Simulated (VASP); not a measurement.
Input for VASP

### POSCAR
```
AuZn
1.0
  3.0690071791   0.0000000000   0.0000000000
  0.0000000000   3.0690071791   0.0000000000
  0.0000000000   0.0000000000   3.0690071791
Zn Au
1 1
Cartesian
  1.5345035896   1.5345035896   1.5345035896
  0.0000000000   0.0000000000   0.0000000000
```

INCAR:
```
ALGO = Normal
EDIFF = 1E-6
EDIFFG = -0.02
ENCUT = 500
IBRION = 2
ISIF = 3
ISMEAR = 1
LASPH = .TRUE.
LCHARG = .FALSE.
LMAXMIX = 6
LREAL = .FALSE.
LWAVE = .FALSE.
NELM = 100
NSW = 40
PREC = Accurate
PSTRESS = 50
SIGMA = 0.1
SYSTEM = AuZn
```

**KPOINTS**
```
Regular mesh
0
G
12 12 12
```

POTCAR, in this order: Zn Au (LDA.64 set). Program: vasp_std.

### Question
Translate this LDA calculation to Quantum ESPRESSO's pw.x.

### Answer
One equivalent input (not run):
```
&CONTROL
  calculation = 'vc-relax'
  pseudo_dir = './pseudo'
  outdir = './out'
  tprnfor = .true.
  tstress = .true.
  nstep = 40
  forc_conv_thr = 0.00078
/
&SYSTEM
  ibrav = 0
  nat = 2
  ntyp = 2
  ecutwfc = 84
  occupations = 'smearing'
  smearing = 'methfessel-paxton'
  degauss = 0.00735
  input_dft = 'pz'
/
&ELECTRONS
  conv_thr = 7.3e-08
  electron_maxstep = 100
/
&IONS
/
&CELL
  press = 50
/
ATOMIC_SPECIES
  Zn 65.380 Zn.upf
  Au 196.967 Au.upf
CELL_PARAMETERS angstrom
     3.0690072    0.0000000    0.0000000
    -0.0000000    3.0690072    0.0000000
    -0.0000000   -0.0000000    3.0690072
ATOMIC_POSITIONS crystal
  Zn   0.5000000  0.5000000  0.5000000
  Au   0.0000000  0.0000000  0.0000000
K_POINTS automatic
  12 12 12 0 0 0
```
The two are equivalent in intent, not identical: the potentials are each code's own (VASP's PAW set, PseudoDojo norm-conserving files in pw.x), so ENCUT and ecutwfc are chosen apart and not converted; conv_thr bounds pw.x's estimated SCF error, while EDIFF bounds the energy change between steps; forc_conv_thr acts on force components and is met together with etot_conv_thr.

The compound is AuZn in the CsCl type structure. It was relaxed first under an external pressure of 5 GPa.
